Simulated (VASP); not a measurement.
An input for Quantum ESPRESSO's pw.x (written as the equivalent of a VASP run, and not itself run):

```
&CONTROL
  calculation = 'scf'
  pseudo_dir = './pseudo'
  outdir = './out'
  tprnfor = .true.
  tstress = .true.
/
&SYSTEM
  ibrav = 0
  nat = 2
  ntyp = 1
  ecutwfc = 56.6
  occupations = 'smearing'
  smearing = 'gaussian'
  degauss = 0.01999
  input_dft = 'pbesol'
/
&ELECTRONS
  conv_thr = 7.3e-08
  electron_maxstep = 100
/
ATOMIC_SPECIES
  Ba 137.327 Ba.upf
CELL_PARAMETERS angstrom
     2.1564860   -3.9120800    0.0000000
     2.1564860    3.9120800    0.0000000
     0.0000000    0.0000000    7.2692680
ATOMIC_POSITIONS crystal
  Ba   0.6517180  0.3468380  0.7476300
  Ba   0.3482820  0.6531620  0.2523700
K_POINTS automatic
  6 6 3 0 0 0
```

### Question
Translate this input to VASP (INCAR, KPOINTS, POSCAR, choice of POTCAR).

### Answer
Several could match; the one computed here: 
### INCAR
```
! general
SYSTEM  = Ba
PREC    = Accurate
ENCUT   = 300   ! plane-wave cut-off (eV)
LREAL   = .False.   ! projection in real space or not
LASPH   = .True.   ! aspherical one-centre terms

! electronic loop
EDIFF   = 1E-6   ! SCF stop (eV)
NELM    = 100   ! most electronic steps
ALGO    = Normal   ! blocked Davidson
LMAXMIX = 4   ! l cut-off of mixed one-centre charges

! smearing
ISMEAR  = 0   ! Gaussian
SIGMA   = 0.272   ! width (eV)

! functional
GGA     = PS

! ions
ISIF    = 2

! output
LWAVE   = .False.
LCHARG  = .False.
```

**POSCAR**
```
Ba
1
    2.1564860000    -3.9120800000     0.0000000000
    2.1564860000     3.9120800000     0.0000000000
    0.0000000000     0.0000000000     7.2692680000
Ba
2
Direct
  0.6517180000   0.3468380000   0.7476300000
  0.3482820000   0.6531620000   0.2523700000
```

**KPOINTS**
```
kpoints
0
gamma
6 6 3
0 0 0
```

POTCAR, in this order: Ba_sv (PBE.64 set). Program: vasp_std.

What does not carry over: the potentials are each code's own (VASP's PAW set, PseudoDojo norm-conserving files in pw.x), so ENCUT and ecutwfc are chosen apart and not converted; conv_thr bounds pw.x's estimated SCF error, while EDIFF bounds the energy change between steps.

The structure comes from a computed database's Ba entry (Cmcm); how it stands against other phases isn't given here. The cell was not relaxed at this level, atoms are displaced from their ideal sites.
